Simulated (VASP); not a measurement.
Here is a VASP 6.6.1 calculation.

The input INCAR:

```
PREC = Accurate
ENCUT = 520
EDIFF = 1E-6
ISMEAR = -1
SIGMA = 0.02
LREAL = False
LASPH = True
NELM = 60
ALGO = Normal
ISIF = 2
LWAVE = False
LCHARG = False
GGA = PE
IBRION = 2
NSW = 80
EDIFFG = -0.02
```

The input KPOINTS:

```
regular mesh
0
Gamma
  8 8 2
```

Contents of POSCAR:

```
ZnS
1.0
    3.8120000000      0.0000000000      0.0000000000
   -1.9060000000      3.3012888392      0.0000000000
    0.0000000000      0.0000000000     18.6899900000
Zn S
6 6
Direct
    0.0000000000      0.0000000000      0.0000000000
    0.0000000000      0.0000000000      0.5000000000
    0.3333333333      0.6666666667      0.1666700000
    0.6666666667      0.3333333333      0.6666700000
    0.6666666667      0.3333333333      0.3333300000
    0.3333333333      0.6666666667      0.8333300000
    0.0000000000      0.0000000000      0.1250000000
    0.0000000000      0.0000000000      0.6250000000
    0.3333333333      0.6666666667      0.2916700000
    0.6666666667      0.3333333333      0.7916700000
    0.6666666667      0.3333333333      0.4583300000
    0.3333333333      0.6666666667      0.9583300000
```

Potentials or basis: VASP PAW PBE potentials, release 64 (Zn, S).

The run is started by

```bash
$ cat potpaw_PBE.64/Zn/POTCAR potpaw_PBE.64/S/POTCAR > POTCAR
$ mpirun -np 1 vasp_std > vasp.out
```

What does it give for the energy gained by relaxing?

0.0 meV/atom.

What does it give for the band gap on the k mesh?

2.17 eV, direct.

Step by step:
```
step  energy change (eV)  largest force (eV/Å)  pressure (GPa)
   1              0.0000                0.0299            2.29
   2             -0.0001                0.0151            2.28
```

A k mesh can miss the band edges.
